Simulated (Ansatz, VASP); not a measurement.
# Cross-check of Si (amorphous Si) between VASP and Ansatz

Wanted: the spread between two codes on one cell, functional and k mesh. Of the first pair: The structure shown is the start of the Ansatz relaxation below; VASP solves that cell, so the two are compared at the walk's first step.

Calculated with Ansatz 0.2.0; plane waves, with VASP 6.6.1 beside it; single point at PBE.

### 1. Starting point

The cell holds 169 atoms: 169 Si. Cell: a = 15.382 Å, b = 15.386 Å, c = 15.224 Å, α = 89.8°, β = 89.6°, γ = 88.1°. As first built, before any earlier steps moved the atoms (in the runner's words): 169 atoms (169 Si) placed at random at 2.26 g/cm^3, melted at 2500 K for 20 ps at fixed volume with the modified Tersoff potential (Kumagai, Izumi, Hara and Sakai, Comput. Mater. Sci. 39, 457 (2007)). Quenched from 2500 K to 300 K at 20 K/ps and fixed volume, held 5 ps. The density is a measured one.

### 2. Ansatz: relaxation, PBE

Ansatz runs on its default PAW (the set named soft_2) files.

The two programs are compared at the cell with which this relaxation starts, whose forces are those of its first step.

input.yaml reads:

```yaml
crystal:
  lattice:
    - [15.37998, 0.24926, 0.04827]
    - [0.24926, 15.38411, 0.02753]
    - [0.04827, 0.02753, 15.2235]
  atoms:
    - { symbol: Si, position: [0.94771, 0.86615, 0.33504] }
    - { symbol: Si, position: [0.31643, 0.97114, 0.30202] }
    - { symbol: Si, position: [0.15111, 0.48438, 0.68563] }
    - { symbol: Si, position: [0.72117, 0.79639, 0.49016] }
    - { symbol: Si, position: [0.43808, 0.63262, 0.84988] }
    - { symbol: Si, position: [0.49003, 0.39027, 0.92356] }
    - { symbol: Si, position: [0.60767, 0.01579, 0.47445] }
    - { symbol: Si, position: [0.52756, 0.45487, 0.37925] }
    - { symbol: Si, position: [0.25187, 0.8703, 0.64524] }
    - { symbol: Si, position: [0.19732, 0.264, 0.0388] }
    - { symbol: Si, position: [0.90762, 0.50795, 0.04856] }
    - { symbol: Si, position: [0.61834, 0.68692, 0.68893] }
    - { symbol: Si, position: [0.73747, 0.31241, 0.44951] }
    - { symbol: Si, position: [0.12876, 0.12572, 0.33281] }
    - { symbol: Si, position: [0.9422, 0.64988, 0.10112] }
    - { symbol: Si, position: [0.87412, 0.52744, 0.71106] }
    - { symbol: Si, position: [0.33362, 0.18486, 0.41697] }
    - { symbol: Si, position: [0.34658, 0.02941, 0.44259] }
    - { symbol: Si, position: [0.99164, 0.35355, 0.528] }
    - { symbol: Si, position: [0.47262, 0.74132, 0.95593] }
    - { symbol: Si, position: [0.90159, 0.47211, 0.30464] }
    - { symbol: Si, position: [0.56488, 0.99112, 0.87015] }
    - { symbol: Si, position: [0.77584, 0.43164, 0.88009] }
    - { symbol: Si, position: [0.64567, 0.58042, 0.00015] }
    - { symbol: Si, position: [0.75937, 0.51638, 0.33849] }
    - { symbol: Si, position: [0.93075, 0.49378, 0.56893] }
    - { symbol: Si, position: [0.37847, 0.24791, 0.71658] }
    - { symbol: Si, position: [0.84837, 0.68932, 0.88324] }
    - { symbol: Si, position: [0.13788, 0.88174, 0.45155] }
    - { symbol: Si, position: [0.18261, 0.17165, 0.84243] }
[... 133 atom lines left out ...]
    - { symbol: Si, position: [0.32146, 0.07314, 0.18516] }
    - { symbol: Si, position: [0.72336, 0.94395, 0.26075] }
    - { symbol: Si, position: [0.80086, 0.1669, 0.79398] }
    - { symbol: Si, position: [0.20749, 0.94517, 0.77807] }
    - { symbol: Si, position: [0.59335, 0.12385, 0.35961] }
    - { symbol: Si, position: [0.35893, 0.28201, 0.56343] }
kpoints:
  mp_grid: { grid: [1, 1, 1] }
hamiltonian:
  xc: pbe
scf:
  occupations: { method: gaussian, width: 0.025 }
output:
  forces: true
  eigenvalues: true
  stress: true
relax:
  f_tol: 0.05
  max_steps: 70
```

Run with:

```
$ ansatz run input.yaml --threads 4 --pin off --max-ram 15872MiB --backend cpu --events-out ev --progress --plain --runs-dir out
```

Numbers of over 12 decimals in the logs are rounded to 6 here.

What it wrote:

```text
Warning: output.stress: scf.convergence.dr2_threshold = 1e-7 eV (the SCF's general default) is looser than the 1.08e-8 eV advised for a printed stress (1e-10 eV for each atom of the cell: 169, of which 108 are counted). What an SCF threshold leaves in a stress goes as its square root, and in the free energy as the threshold itself, and one threshold admits the most on a small cell: [figures from the program's tests c [...]
Engine: ansatz 0.2.0, aarch64-unknown-linux-gnu
Pseudopotentials: kind: paw
Pseudopotential: Si, paw, valence charge 4, recommended cutoff 420 eV (normal), Si.paw.azcp
Functional definition: PBE
  parameter kappa = 0.804
  parameter beta = 0.066725
  exchange = pbe_x(kappa = kappa, mu = beta*pi^2/3)
  correlation = pbe_c(beta = beta)
Crystal: 169 atoms, lattice volume = 3600.999 Å³
Basis set: ecut = 420 eV, 70371 PW (Γ), exchange–correlation on 216×216×216 points (8 copies of the dense FFT grid, shifted against one another)
Bands: 507, of which v1, the nominal top of the filled ones, is band 338 counted from 1 (337 counted from 0)
Symmetry: 1 space group operations
Space group: P1 (ITA 1), of the structure as read, at distance tolerance 1.5e-4 Å
k-points: 1
Non-local potential: Si, projectors of the file, l = 0: 2, l = 1: 2, l = 2: 2
PAW form: soft (Blöchl's): semilocal exchange-correlation on the pseudo side does not see the compensation charge
PAW one-centre angular grid: Si, 110 points (default); XC on 64 Gauss nodes
Initial density: superposition of atomic densities (neutral atoms: chi_scale 0, normalization atom), corrected by the library's trained network
Initial wavefunctions: pseudopotential atomic-orbital guess
Functional: x = pbe(κ = 0.804, μ = 0.219515), c = pbe(β = 0.066725)
SCF iter   1: F=—  HF=-107410.479786 eV  |F-HF|=—  |Δ(HF+E_count)|=         —  Δρ=3.44e-3  dr2=1.90e0  ethr=1.77e-3  ⟨swp⟩=6.0  Hψ=2342  notcnv=0  defer=79
preconditioner: auto → Resta (q_TF=auto, 2.064 Å⁻¹)  ε∞=5.7  [insulator: Δε(μ)=0.172 eV  Ē_g=7.449 eV  σ=0.025 eV  W_gap=1.00  n_scr=518 (ndim 8)  ℏωp=16.1 eV  f_vac=0.006  D(μ)=0.00/eV (n_scr^D=0)  ε∞_Penn≈5.7]
SCF iter   2: F=—  HF=-107410.292323 eV  |F-HF|=—  |Δ(HF+E_count)|=   1.87e-1  Δρ=1.77e-3  dr2=2.92e-1  ethr=2.81e-4  ⟨swp⟩=2.0  Hψ=585  notcnv=0  defer=132
SCF iter   3: F=—  HF=-107410.263235 eV  |F-HF|=—  |Δ(HF+E_count)|=   2.91e-2  Δρ=4.43e-4  dr2=1.16e-2  ethr=4.31e-5  ⟨swp⟩=4.0  Hψ=661  notcnv=0  defer=161
SCF iter   4: F=—  HF=-107410.269186 eV  |F-HF|=—  |Δ(HF+E_count)|=   5.95e-3  Δρ=1.30e-4  dr2=2.25e-3  ethr=1.72e-6  ⟨swp⟩=3.0  Hψ=845  notcnv=0  defer=161
SCF iter   5: F=—  HF=-107410.270323 eV  |F-HF|=—  |Δ(HF+E_count)|=   1.14e-3  Δρ=5.31e-5  dr2=4.66e-4  ethr=3.32e-7  ⟨swp⟩=2.0  Hψ=518  notcnv=0  defer=161
SCF iter   6: F=—  HF=-107410.270632 eV  |F-HF|=—  |Δ(HF+E_count)|=   3.09e-4  Δρ=1.88e-5  dr2=6.23e-5  ethr=6.90e-8  ⟨swp⟩=2.0  Hψ=518  notcnv=0  defer=161
SCF iter   7: F=-107410.270687 eV  HF=-107410.270685 eV  |F-HF|=2.38e-6  |Δ(HF+E_count)|=   5.33e-5  Δρ=6.22e-6  dr2=6.25e-6  ethr=9.21e-9  ⟨swp⟩=17.0  Hψ=3077  notcnv=0
SCF 1 converged in 7 iterations: F = -107410.270687 eV  dr2 = 6.25e-6
  greatest PAW one-centre occupation: 0.691 electrons in one spin orbital (limit 2), on the Si atom at site 159 (counted from 0), in its partial waves of l = 0
relax step   1: F+E_penalty+E_count = -107410.27068750 eV  Δ(F+E_penalty+E_count) = +0.000e0 eV  max|allowed force component| = 1.967e-1 eV/Å  Δτ_max = 0.0000 Å  (7 SCF iters, dr2 threshold 6.25e-5 eV, accepted)
Initial density: handed on by an earlier stage of this run
Initial wavefunctions: those handed on with the density
iter 1 solved again at ethr=7.76e-6 eV; its pass at ethr=3.10e-3 eV (dr2=5.25e-2 eV) is discarded
SCF iter   1: F=—  HF=-107410.375731 eV  |F-HF|=—  |Δ(HF+E_count)|=         —  Δρ=1.16e-3  dr2=5.81e-2  ethr=7.76e-6  ⟨swp⟩=3.0  Hψ=1428  notcnv=0  defer=161
[...]
- { symbol: Si, position: [0.790032, 0.837402, 0.622924] }
    - { symbol: Si, position: [0.672023, 0.046889, 0.620182] }
    - { symbol: Si, position: [0.708341, 0.189036, 0.671652] }
    - { symbol: Si, position: [0.661640, 0.974241, 0.992669] }
    - { symbol: Si, position: [0.017766, 0.092598, 0.628419] }
    - { symbol: Si, position: [0.252856, 0.134040, 0.977649] }
    - { symbol: Si, position: [0.288037, 0.631609, 0.900130] }
    - { symbol: Si, position: [0.622819, 0.369223, 0.175568] }
    - { symbol: Si, position: [0.592524, 0.033278, 0.223175] }
    - { symbol: Si, position: [0.944292, 0.234170, 0.614497] }
    - { symbol: Si, position: [0.770320, 0.319577, 0.135911] }
    - { symbol: Si, position: [0.995818, 0.037384, 0.776240] }
    - { symbol: Si, position: [0.467345, 0.965878, 0.518051] }
    - { symbol: Si, position: [0.466725, 0.811034, 0.501560] }
    - { symbol: Si, position: [0.363066, 0.470274, 0.519300] }
    - { symbol: Si, position: [0.920753, 0.665377, 0.747051] }
    - { symbol: Si, position: [0.410509, 0.854108, 0.257715] }
    - { symbol: Si, position: [0.455783, 0.965494, 0.672691] }
    - { symbol: Si, position: [0.793656, 0.933587, 0.922450] }
    - { symbol: Si, position: [0.065264, 0.566366, 0.573156] }
    - { symbol: Si, position: [0.133037, 0.482520, 0.945592] }
    - { symbol: Si, position: [0.620971, 0.366718, 0.555046] }
    - { symbol: Si, position: [0.306031, 0.776239, 0.177523] }
    - { symbol: Si, position: [0.622936, 0.735253, 0.980064] }
[...]
- { symbol: Si, position: [0.765444, 0.842094, 0.148928] }
    - { symbol: Si, position: [0.802902, 0.546412, 0.484769] }
    - { symbol: Si, position: [0.320172, 0.072333, 0.185844] }
    - { symbol: Si, position: [0.723039, 0.942717, 0.261862] }
    - { symbol: Si, position: [0.801538, 0.166795, 0.793643] }
    - { symbol: Si, position: [0.208677, 0.945581, 0.777799] }
    - { symbol: Si, position: [0.593966, 0.122342, 0.358608] }
    - { symbol: Si, position: [0.359998, 0.284505, 0.564504] }
```

Reading the cycles: dr2 is the Hartree energy of the density residual (eV), the measure of convergence; HF is the Harris–Foulkes estimate of the energy, which meets the free energy F at convergence.

### 3. VASP: single point, PBE, start cell, pair 1

The same cell, functional, mesh and smearing now go to VASP, with its own data sets.

Lines of VASP's logs that name or quote its potential files are left out, and so is its time.

INCAR reads:

```
SYSTEM = Si
PREC = Accurate
ENCUT = 400
EDIFF = 1E-06
NELM = 120
ISMEAR = 0
SIGMA = 0.025
LREAL = Auto
ALGO = Normal
GGA = PE
NBANDS = 456
LORBIT = 11
LWAVE = .FALSE.
LCHARG = .FALSE.
ISIF = 2
LASPH = .TRUE.
GGA_COMPAT = .FALSE.
```

POSCAR reads:

```
Si
1.0
   15.3799800000      0.2492600000      0.0482700000
    0.2492600000     15.3841100000      0.0275300000
    0.0482700000      0.0275300000     15.2235000000
Si
169
Direct
    0.9477080544      0.8661502413      0.3350418114
    0.3164279386      0.9711392197      0.3020192834
    0.1511099543      0.4843802450      0.6856288590
    0.7211668558      0.7963897697      0.4901609134
    0.4380817978      0.6326207076      0.8498793145
    0.4900293458      0.3902682510      0.9235591157
    0.6076706908      0.0157870892      0.4744528602
    0.5275632927      0.4548692659      0.3792499733
    0.2518679441      0.8702977286      0.6452381540
    0.1973228633      0.2640027324      0.0388023273
    0.9076178903      0.5079481617      0.0485568674
    0.6183378889      0.6869170089      0.6889310608
    0.7374672543      0.3124070178      0.4495091070
    0.1287582352      0.1257169560      0.3328093968
    0.9422007797      0.6498824533      0.1011218645
    0.8741173129      0.5274430631      0.7110576313
    0.3336217268      0.1848571239      0.4169676462
    0.3465808013      0.0294087069      0.4425894783
    0.9916389362      0.3535523506      0.5279994937
    0.4726193028      0.7413219354      0.9559285364
    0.9015887566      0.4721094203      0.3046397437
    0.5648804825      0.9911228291      0.8701512535
    0.7758415561      0.4316391930      0.8800911158
    0.6456716582      0.5804206942      0.0001480899
    0.7593669729      0.5163770611      0.3384917723
    0.9307527502      0.4937781890      0.5689282262
    0.3784671645      0.2479074783      0.7165767726
    0.8483720709      0.6893228948      0.8832378902
    0.1378819040      0.8817409904      0.4515499137
    0.1826107845      0.1716505075      0.8424317561
[... 133 atom lines left out ...]
    0.3214589217      0.0731388243      0.1851591070
    0.7233575682      0.9439491463      0.2607479627
    0.8008575380      0.1669007822      0.7939795598
    0.2074872692      0.9451675416      0.7780710170
    0.5933473914      0.1238487061      0.3596117559
    0.3589281984      0.2820132115      0.5634322404
```

KPOINTS reads:

```
Automatic mesh
0
Gamma
1 1 1
0 0 0
```

The projector-augmented-wave data sets are Si (PBE family, release 64).

Run with:

```
$ export OMP_NUM_THREADS=3
$ mpirun -np 1 vasp_gam
```

What it wrote:

```text
[banner, memory and clock lines left out]
running    1 mpi-ranks, on    1 nodes
[...]
Offloading initialized ...    1 GPUs detected
[...]
LDA part: xc-table for (Slater+PW92), standard interpolation
 POSCAR, INCAR and KPOINTS ok, starting setup
[...]
entering main loop
       N       E                     dE             d eps       ncg     rms          rms(c)
DAV:   1     0.286752729639E+04    0.28675E+04   -0.24874E+05   912   0.105E+03
DAV:   2    -0.522617344263E+03   -0.33901E+04   -0.31759E+04  1144   0.195E+02
DAV:   3    -0.879131431989E+03   -0.35651E+03   -0.34648E+03  1144   0.568E+01
DAV:   4    -0.890707053135E+03   -0.11576E+02   -0.11452E+02  1120   0.122E+01
[...]
DAV:  18    -0.875051822260E+03   -0.24163E-05   -0.14243E-06   712   0.157E-03    0.195E-03
DAV:  19    -0.875051823532E+03   -0.12711E-05   -0.10509E-06   688   0.141E-03    0.770E-04
DAV:  20    -0.875051823715E+03   -0.18332E-06   -0.16847E-07   552   0.578E-04
   1 F= -.87505182E+03 E0= -.87505169E+03  d E =-.270736E-03
```

Parts of OUTCAR (step 3):

```text
  FREE ENERGIE OF THE ION-ELECTRON SYSTEM (eV)
  ---------------------------------------------------
  free  energy   TOTEN  =      -875.0518237149 eV

  energy  without entropy=     -875.0515529788  energy(sigma->0) =     -875.05168835
```

The run ends at a pressure of -2.34 GPa, with forces up to 0.27 eV/Å.

### 4. Comparison

Known differences besides the potentials themselves: the cutoff is 420 eV in Ansatz and 400 eV in VASP (PREC = Accurate, projectors in real space). Total energies have different zeros and are not compared.

Forces on 8 of the 169 atoms, those with the largest forces and the largest differences (eV/Å; atoms numbered as in POSCAR):

```
 atom          Ansatz x, y, z            VASP x, y, z
 Si21  -0.159, -0.019, -0.035  -0.164, -0.020, -0.034
 Si61    0.015, 0.093, -0.061    0.016, 0.100, -0.063
 Si77   0.094, -0.038, -0.128   0.097, -0.038, -0.131
 Si97   -0.136, -0.023, 0.074   -0.140, -0.027, 0.076
Si100   -0.119, -0.018, 0.197   -0.121, -0.019, 0.205
Si123  -0.115, -0.096, -0.049  -0.120, -0.100, -0.050
Si160     0.188, 0.181, 0.002     0.196, 0.187, 0.005
Si161    -0.113, 0.117, 0.062    -0.115, 0.121, 0.064
```

The forces differ by 2.2 meV/Å r.m.s., which is 3.9 % of the r.m.s. force of 0.058 eV/Å (both taken over all components).

### 5. Ansatz: relaxation, PBE

This run makes the geometry at which the two programs are then compared.

The structure compared here is the end of the Ansatz relaxation.

input.yaml is that of step 2.

Run with:

```
$ ansatz run input.yaml --threads 4 --pin off --max-ram 15872MiB --backend cpu --events-out ev --progress --plain --runs-dir out
```

What it wrote:

```text
[...]
Crystal: 169 atoms, lattice volume = 3600.999 Å³
Basis set: ecut = 420 eV, 70371 PW (Γ), exchange–correlation on 216×216×216 points (8 copies of the dense FFT grid, shifted against one another)
Bands: 507, of which v1, the nominal top of the filled ones, is band 338 counted from 1 (337 counted from 0)
[... 1 set-up line as in the run before ...]
[...]
k-points: 1
[...]
- { symbol: Si, position: [0.708341, 0.189036, 0.671652] }
    - { symbol: Si, position: [0.661640, 0.974241, 0.992669] }
    - { symbol: Si, position: [0.017766, 0.092598, 0.628419] }
    - { symbol: Si, position: [0.252856, 0.134040, 0.977649] }
    - { symbol: Si, position: [0.288037, 0.631609, 0.900130] }
    - { symbol: Si, position: [0.622819, 0.369223, 0.175568] }
[...]
- { symbol: Si, position: [0.801538, 0.166795, 0.793643] }
    - { symbol: Si, position: [0.208677, 0.945581, 0.777799] }
    - { symbol: Si, position: [0.593966, 0.122342, 0.358608] }
    - { symbol: Si, position: [0.359998, 0.284505, 0.564504] }
```

### 6. VASP: single point, PBE, relaxed cell, pair 2

The same cell, functional, mesh and smearing now go to VASP, with its own data sets.

INCAR: that of step 3 with these lines changed.

```diff
@@ -2,3 +2,3 @@
 PREC = Accurate
-ENCUT = 400
+ENCUT = 500
 EDIFF = 1E-06
```

POSCAR reads:

```
Si
1.0
   15.3799800000      0.2492600000      0.0482700000
    0.2492600000     15.3841100000      0.0275300000
    0.0482700000      0.0275300000     15.2235000000
Si
169
Direct
    0.9474300000      0.8663400000      0.3357600000
    0.3158600000      0.9705800000      0.3021700000
    0.1515300000      0.4864500000      0.6851000000
    0.7202400000      0.7960000000      0.4906400000
    0.4383600000      0.6332500000      0.8503500000
    0.4912300000      0.3901000000      0.9254200000
    0.6066500000      0.0148300000      0.4743700000
    0.5277900000      0.4551600000      0.3793700000
    0.2515700000      0.8709600000      0.6447700000
    0.1982400000      0.2645600000      0.0387500000
    0.9077200000      0.5079600000      0.0489300000
    0.6177300000      0.6876900000      0.6880400000
    0.7377700000      0.3124400000      0.4485700000
    0.1296900000      0.1264100000      0.3325200000
    0.9417800000      0.6500600000      0.1012500000
    0.8732800000      0.5267000000      0.7114500000
    0.3335100000      0.1833500000      0.4157200000
    0.3461500000      0.0281900000      0.4425600000
    0.9910100000      0.3541400000      0.5280400000
    0.4729100000      0.7407800000      0.9565900000
    0.9003200000      0.4712000000      0.3039000000
    0.5638700000      0.9900900000      0.8704000000
    0.7753000000      0.4321400000      0.8808200000
    0.6461000000      0.5814700000      0.0003000000
    0.7596700000      0.5159900000      0.3388600000
    0.9302200000      0.4940500000      0.5695800000
    0.3791100000      0.2484200000      0.7175800000
    0.8478900000      0.6891500000      0.8841900000
    0.1371500000      0.8833500000      0.4523300000
    0.1835400000      0.1711400000      0.8418300000
[... 133 atom lines left out ...]
    0.3201700000      0.0723300000      0.1858400000
    0.7230400000      0.9427200000      0.2618600000
    0.8015400000      0.1668000000      0.7936400000
    0.2086800000      0.9455800000      0.7778000000
    0.5939700000      0.1223400000      0.3586100000
    0.3600000000      0.2845000000      0.5645000000
```

KPOINTS is that of step 3.

Run with:

```
$ export OMP_NUM_THREADS=3
$ mpirun -np 1 vasp_gam
```

What it wrote:

```text
[... set-up lines as in an earlier step ...]
 entering main loop
       N       E                     dE             d eps       ncg     rms          rms(c)
DAV:   1     0.322053922602E+04    0.32205E+04   -0.28419E+05   912   0.126E+03
DAV:   2    -0.467416191960E+03   -0.36880E+04   -0.34605E+04  1128   0.211E+02
DAV:   3    -0.876076238627E+03   -0.40866E+03   -0.39504E+03  1136   0.611E+01
DAV:   4    -0.891173408704E+03   -0.15097E+02   -0.14910E+02  1112   0.136E+01
[...]
DAV:  18    -0.875198084427E+03   -0.30681E-05   -0.18788E-06   744   0.185E-03    0.245E-03
DAV:  19    -0.875198085776E+03   -0.13484E-05   -0.16709E-06   720   0.178E-03    0.976E-04
DAV:  20    -0.875198085991E+03   -0.21509E-06   -0.23244E-07   576   0.719E-04
   1 F= -.87519809E+03 E0= -.87519774E+03  d E =-.697272E-03
```

Parts of OUTCAR (step 6):

```text
  FREE ENERGIE OF THE ION-ELECTRON SYSTEM (eV)
  ---------------------------------------------------
  free  energy   TOTEN  =      -875.1980859906 eV

  energy  without entropy=     -875.1973887183  energy(sigma->0) =     -875.19773735
```

The run ends at a pressure of -2.00 GPa, with forces up to 0.058 eV/Å.

### 7. Differences

What differs besides the data sets and the points named for the pairs above, as far as they apply: the cutoff is 420 eV in Ansatz and 500 eV in VASP (PREC = Accurate, projectors in real space). Total energies have different zeros and are not compared.

Both answers:

```
              quantity  Ansatz   VASP  difference
        pressure (GPa)   -1.93  -2.00       +0.07
gap on the k mesh (eV)   0.096  0.096      -0.001
```

At this near-relaxed geometry the largest component of a force difference is 10 meV/Å. A gap on the mesh is an upper bound, since the band edges may lie between its points.

### 8. Outcome

```json
{
  "r.m.s. force difference (single point, PBE, start cell, pair 1)": "2.2 meV/Å",
  "difference in gap on the k mesh (single point, PBE, relaxed cell, pair 2)": "-5.0e-4 eV"
}
```

**Reading.** The r.m.s. force difference is 2.2 meV/Å (single point, PBE, start cell, pair 1), within the 12 meV/Å picked in this series as the mark of a large difference. How closely two codes agree says nothing of how well the functional describes the real material.

[Lines on the potential files, build, host, timing and source positions are cut from VASP's logs without a mark.]

[Logs are printed without paths, hosts, clocks, repeated set-up lines and the standing remarks that a program may print on its own settings, such as how far it seeks lower states.]

[Hosts, paths, dates, database ids (printed as entryN), source tags and the programs' standing remarks are cut or masked in the printed files.]
